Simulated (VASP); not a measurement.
Data:

```yaml
crystal:
  lattice:
    - [4.44355, 0.00000, 0.00000]
    - [-2.22178, 3.84823, 0.00000]
    - [0.00000, 0.00000, 7.25984]
  atoms:
    - { symbol: Cd, position: [0.66667, 0.33333, 0.48386] }
    - { symbol: Cd, position: [0.00000, 0.00000, 0.01500] }
    - { symbol: Te, position: [0.00000, 0.00000, 0.62786] }
    - { symbol: Se, position: [0.66667, 0.33333, 0.12129] }
```

Method: PBEsol GGA, VASP's PBE PAW potentials (set 64) (plane waves; VASP 6.6.1). Run with 400 eV cut-off, 7×7×4 Γ-centred mesh, tetrahedra with Blöchl corrections, potentials Cd Te Se.

The cores are frozen, which limits the accuracy of field gradients.

Question: Give the principal components of the electric field gradient (V/Å²) and the asymmetry η at each nucleus.

Answer: 
| atom | Vxx | Vyy | Vzz | η |
|---|---|---|---|---|
| Cd1 | 2.6 | 2.6 | -5.1 | 0.00 |
| Cd2 | -1.8 | -1.8 | 3.6 | 0.00 |
| Te3 | -33.6 | -33.6 | 67.3 | 0.00 |
| Se4 | 15.3 | 15.3 | -30.5 | 0.00 |

The structure comes from a computed database's Cd2TeSe entry (P3m1); how it stands against other phases isn't given here. It was relaxed first.
